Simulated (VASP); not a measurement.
Calculation: PBE GGA, VASP's PBE PAW potentials (set 64) (plane waves; VASP).

VASP input:

**INCAR**
```
SYSTEM = BiAs
PREC = Accurate
ENCUT = 300
EDIFF = 1E-6
NELM = 100
ALGO = Normal
LREAL = .FALSE.
LASPH = .TRUE.
ISMEAR = -1
SIGMA = 0.1
GGA = PE
LMAXMIX = 4
LWAVE = .FALSE.
LCHARG = .FALSE.
ISIF = 2
```

### KPOINTS
```
Regular mesh
0
gamma
3 3 1
0 0 0
```

File POSCAR:
```
BiAs
1
    4.1950440000     0.0000000000     0.0000000000
    0.0000000000     4.9556840000     0.0000000000
    0.0000000000     0.0000000000    17.0866110000
As Bi
2 2
Direct
  0.7500000000   0.8723000000   0.5903230000
  0.2500000000   0.3723000000   0.4096770000
  0.2500000000   0.5023000000   0.5702670000
  0.7500000000   0.0023000000   0.4297330000
```

POTCAR, in this order: As Bi_d (PBE.64 set). Program: vasp_std.

What VASP printed:

OSZICAR:
```
       N       E                     dE             d eps       ncg     rms          rms(c)
DAV:   1     0.254112477529E+03    0.25411E+03   -0.14883E+04   264   0.897E+02
DAV:   2     0.197540313377E+01   -0.25214E+03   -0.25090E+03   248   0.299E+02
DAV:   3    -0.166142080738E+02   -0.18590E+02   -0.18545E+02   240   0.967E+01
DAV:   4    -0.170953564802E+02   -0.48115E+00   -0.48106E+00   280   0.165E+01
DAV:   5    -0.171025080986E+02   -0.71516E-02   -0.71516E-02   256   0.198E+00    0.356E+00
DAV:   6    -0.166822495221E+02    0.42026E+00   -0.20680E+00   240   0.554E+00    0.182E+00
DAV:   7    -0.166788236995E+02    0.34258E-02   -0.20038E-01   208   0.202E+00    0.965E-01
DAV:   8    -0.166700102124E+02    0.88135E-02   -0.37717E-02   264   0.131E+00    0.176E-01
DAV:   9    -0.166682521084E+02    0.17581E-02   -0.69749E-03   264   0.485E-01    0.102E-01
DAV:  10    -0.166678668524E+02    0.38526E-03   -0.77289E-04   240   0.175E-01    0.512E-02
DAV:  11    -0.166670332780E+02    0.83357E-03   -0.12471E-03   240   0.112E-01    0.267E-02
DAV:  12    -0.166670652934E+02   -0.32015E-04   -0.16311E-04   216   0.533E-02    0.172E-02
DAV:  13    -0.166671630779E+02   -0.97785E-04   -0.12570E-04   192   0.489E-02    0.993E-03
DAV:  14    -0.166673067534E+02   -0.14368E-03   -0.54948E-05   192   0.276E-02    0.707E-03
DAV:  15    -0.166673905514E+02   -0.83798E-04   -0.80685E-06   192   0.109E-02    0.426E-03
DAV:  16    -0.166675311752E+02   -0.14062E-03   -0.12355E-05   160   0.142E-02    0.210E-03
DAV:  17    -0.166675796247E+02   -0.48450E-04   -0.41997E-06   184   0.698E-03    0.803E-04
DAV:  18    -0.166675943797E+02   -0.14755E-04   -0.10443E-06   176   0.331E-03    0.496E-04
DAV:  19    -0.166675983983E+02   -0.40186E-05   -0.23811E-07   152   0.191E-03    0.239E-04
DAV:  20    -0.166675990928E+02   -0.69445E-06   -0.33528E-08   128   0.106E-03
   1 F= -.16667599E+02 E0= -.16663704E+02  d E =-.779015E-02
```

OUTCAR:
```
------------------------ aborting loop because EDIFF is reached ----------------------------------------
  FORCE on cell =-STRESS in cart. coord.  units (eV):
  Direction    XX          YY          ZZ          XY          YZ          ZX
  --------------------------------------------------------------------------------------
  Total        0.1446888     -2.1195529     -0.3772813      0.0000000      0.0000000      0.0000000
  in kB        0.6526036     -9.5600197     -1.7016874      0.0000000      0.0000000      0.0000000
  external PRESSURE =      -3.5363678 kB  Pullay stress =       0.0000000 kB
  volume of cell :      355.22
      direct lattice vectors                 reciprocal lattice vectors
     4.195044000  0.000000000  0.000000000     0.238376522  0.000000000  0.000000000
     0.000000000  4.955684000  0.000000000     0.000000000  0.201788492  0.000000000
     0.000000000  0.000000000 17.086611000     0.000000000  0.000000000  0.058525356
 POSITION                                       TOTAL-FORCE (eV/Angst)
 -----------------------------------------------------------------------------------
      3.14628      4.32284     10.08662         0.000000      0.220755     -0.169571
      1.04876      1.84500      6.99999         0.000000      0.220755      0.169571
      1.04876      2.48924      9.74393        -0.000000     -0.220755      0.154995
      3.14628      0.01140      7.34268         0.000000     -0.220755     -0.154995
 -----------------------------------------------------------------------------------
    total drift:                                0.000000     -0.005048      0.000016
  FREE ENERGIE OF THE ION-ELECTRON SYSTEM (eV)
  ---------------------------------------------------
  free  energy   TOTEN  =       -16.6675990928 eV

  energy  without entropy=      -16.6598089381  energy(sigma->0) =      -16.66370402
```
(Selected blocks of OUTCAR.)

At this cut-off the stress carries a Pulay error, which pulls relaxed volumes low. The cell holds a wide vacuum, so values per volume refer to the whole cell.

The cell is a sheet with vacuum, built from a generated structure.
